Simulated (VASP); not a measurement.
## Ga2Ge2O3: single point with r2SCAN

Crystal: Ga2Ge2O3.

```
CELL_PARAMETERS angstrom
3.01811 0.00000 0.00000
-1.50905 2.61376 0.00000
0.00000 0.00000 14.27163
ATOMIC_POSITIONS crystal
Ga 0.33333 0.66667 0.09944
Ga 0.66667 0.33333 0.90056
Ge 0.66667 0.33333 0.42086
Ge 0.33333 0.66667 0.57914
O 0.66667 0.33333 0.15240
O 0.33333 0.66667 0.84760
O 0.00000 0.00000 0.00000
```

The cell was built by a generator and needn't be a form met in nature.

```
Program                : VASP 6.6.1
Task                   : single point
Functional             : r2SCAN
Potentials or basis    : VASP PAW PBE potentials, release 64 (Ga_d, Ge_d, O)
Cutoff                 : 520 eV
k mesh                 : 12 × 12 × 4
Occupations            : gaussian, width 0.1 eV
Spin                   : no spin polarisation
Further INCAR settings : ALGO = Normal; EDIFF = 1e-06
```

```json
{
  "Pressure": "-4.3 GPa",
  "Largest force": "0.510 eV/Å",
  "Band gap on the k mesh": "none (metal or under the smearing width)"
}
```

Forces in eV/Å, atoms in the order of the input:
```
Ga   0.000  0.000  0.177
Ga   0.000  0.000 -0.177
Ge   0.000  0.000  0.213
Ge   0.000  0.000 -0.213
O    0.000  0.000 -0.510
O    0.000  0.000  0.510
O    0.000  0.000  0.000
```

Stress tensor (GPa, compression positive):
```
-4.64  0.00  0.00
 0.00 -4.64  0.00
 0.00  0.00 -3.76
```

Levels at points of the mesh, in eV from the Fermi level:
| k point | band 32 | band 33 | band 34 | band 35 | band 36 | band 37 | band 38 | band 39 | band 40 | band 41 |
| --- | --- | --- | --- | --- | --- | --- | --- | --- | --- | --- |
| (0.00, 0.00, 0.00) | -4.34 | -4.34 | -4.07 | -3.25 | -0.28 | 1.68 | 3.04 | 3.59 | 7.11 | 7.39 |
| (0.50, 0.00, 0.00) | -5.09 | -4.21 | -3.95 | -3.91 | -2.91 | 1.43 | 1.49 | 3.27 | 3.31 | 4.47 |
| (0.00, 0.00, 0.50) | -4.34 | -4.34 | -4.20 | -3.10 | -0.42 | 2.06 | 2.57 | 3.77 | 6.89 | 7.39 |
| (0.50, 0.00, 0.50) | -5.09 | -4.21 | -4.04 | -3.82 | -2.91 | 1.43 | 1.49 | 3.27 | 3.29 | 4.50 |

Wall time 5.4 min on 4 MPI ranks on Intel(R) Xeon(R) 6975P-C (Granite Rapids), on a shared host, peak memory 0.45 GiB a rank.

Caveat: the PAW data sets were made with another functional, which shifts forces and pressure a little.
